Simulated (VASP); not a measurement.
Consider the following.

```
CELL_PARAMETERS angstrom
      3.96349     0.00000     0.00000
      0.00000     3.96349     0.00000
      0.00000     0.00000     3.96349
ATOMIC_POSITIONS crystal
  Ti 0.00000 0.00000 0.00000
  Pt 0.00000 0.50000 0.50000
  Pt 0.50000 0.00000 0.50000
  Pt 0.50000 0.50000 0.00000
```

The numbers are results of revPBE GGA, VASP's PBE PAW potentials (set 64) (plane waves; VASP), not measurements. Settings: 520 eV cut-off, 9×9×9 Γ-centred mesh, tetrahedra with Blöchl corrections, potentials Ti_sv Pt.

Unless said otherwise, spin-orbit coupling is left out, though it shifts the bands of the heavy elements here.

Predict the energy per atom (σ→0), band gap (on the k-mesh) with the smallest direct gap where there is one.

| Item | Value |
|---|---|
| band gap (on the k-mesh) | none (metal, semimetal or under 0.01 eV) |
| energy per atom (σ→0) | -6.910 eV/atom |

The compound is Pt3Ti in the L1_2 structure. It was relaxed first.
